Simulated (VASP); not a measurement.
Data:

```yaml
crystal:
  lattice:
    - [3.55000, 0.00000, 0.00000]
    - [0.00000, 3.55000, 0.00000]
    - [0.00000, 0.00000, 3.55000]
  atoms:
    - { symbol: Fe, position: [0.00000, 0.00000, 0.00000], spin: 3.0 }
    - { symbol: Ni, position: [0.00000, 0.50000, 0.50000], spin: 0.7 }
    - { symbol: Ni, position: [0.50000, 0.00000, 0.50000], spin: 0.7 }
    - { symbol: Ni, position: [0.50000, 0.50000, 0.00000], spin: 0.7 }
```

Method: PBE GGA, VASP's PBE PAW potentials (set 64) (plane waves; VASP). Numerical set-up: 400 eV cut-off, 8×8×8 Γ-centred mesh, first-order Methfessel-Paxton smearing of 0.10 eV, potentials Fe Ni.

Question: Estimate the cell moment, energy per atom (σ→0), pressure, band gap (on the k-mesh) with the smallest direct gap where there is one.

Answer: 
```json
{
  "band gap (on the k-mesh)": "none (metal, semimetal or under 0.01 eV)",
  "cell_moment": "4.82 μB",
  "energy per atom (σ→0)": "-6.249 eV/atom",
  "pressure": "-14.5 kbar"
}
```

Question: Give the moment on each site (PAW-sphere projection).

Answer: 
| site | moment (μB) |
|---|---|
| Fe1 | 2.92 |
| Ni2 | 0.65 |
| Ni3 | 0.65 |
| Ni4 | 0.65 |

The absolute energy has meaning only against runs of the same code, potentials and settings.

The compound is Ni3Fe in the L1_2 structure. The cell was not relaxed at this level.
